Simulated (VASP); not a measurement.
CoAl (CsCl type) is relaxed at rising pressure, each step from the one before. Symmetry mostly holds the structure type, and other phases were not tried. The mesh follows the cell, and a change of mesh leaves a small step in the series.

Data:

```yaml
crystal:
  lattice:
    - [2.79508, 0.00000, 0.00000]
    - [0.00000, 2.79508, 0.00000]
    - [0.00000, 0.00000, 2.79508]
  atoms:
    - { symbol: Al, position: [0.50000, 0.50000, 0.50000] }
    - { symbol: Co, position: [0.00000, 0.00000, 0.00000] }
```

Calculation: LDA (Ceperley-Alder, Perdew-Zunger), VASP's LDA PAW potentials (set 64) (plane waves; VASP). Numerical set-up: 500 eV cut-off, 13×13×13 Γ-centred mesh, first-order Methfessel-Paxton smearing of 0.10 eV, potentials Al Co.

```
P (GPa)  V (Å³/atom)  H − H(0) (eV/atom)  space group  gap on the mesh (eV)    k-mesh
-------  -----------  ------------------  -----------  --------------------  --------
0              10.92               0.000        Pm-3m                  0.00  13×13×13
5              10.67               0.337        Pm-3m                  0.00  13×13×13
10             10.45               0.666        Pm-3m                  0.00  13×13×13
20             10.08               1.306        Pm-3m                  0.00  13×13×13
30                 …                   …        Pm-3m                  0.00  13×13×13
45                 …                   …        Pm-3m                  0.00  14×14×14
```

What belongs in the gaps?

- 45, V (Å³/atom): 9.35
- 45, H − H(0) (eV/atom): 2.818
- 30, V (Å³/atom): 9.76
- 30, H − H(0) (eV/atom): 1.925

Pressures at which the relaxation failed are left out.

The compound is CoAl in the CsCl type structure. The run is not spin-polarised, so no magnetic state was tried.
